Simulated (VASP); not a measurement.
Given:

```
PdSb
1.0
    0.00000     3.21007     3.21007
    3.21007     0.00000     3.21007
    3.21007     3.21007     0.00000
Pd Sb
1 1
Direct
  0.00000   0.00000   0.00000
  0.25000   0.25000   0.25000
```

Level of theory: PBEsol GGA, VASP's PBE PAW potentials (set 64) (plane waves; VASP). Numerical set-up: 400 eV cut-off, 9×9×9 Γ-centred mesh, first-order Methfessel-Paxton smearing of 0.10 eV, potentials Pd Sb.

Energy and stress use the plane-wave basis of the starting cell.

**Question.** The ions, cell shape and volume are relaxed. Give the cell that the relaxation ends in.

**Answer.** 
```
PdSb
1.0
    0.00000     2.95742     2.95742
    2.95742     0.00000     2.95742
    2.95742     2.95742     0.00000
Pd Sb
1 1
Direct
  0.00000   0.00000   0.00000
  0.25000   0.25000   0.25000
```
Space group F-43m (216), at a tolerance of 0.03 Å.

**Question.** How do energy and volume change from the first to the last step?

**Answer.** The energy (σ→0) changes by -320.3 meV/atom and the volume by -21.8 %, in 6 ionic steps.

The structure was generated: PdSb was put into the zinc blende type (F-43m), which need not be its known phase. This run relaxes it. Symmetry was kept, so distortions that lower it aren't found. The electron count is odd and the run is not spin-polarised, which forces a metal.
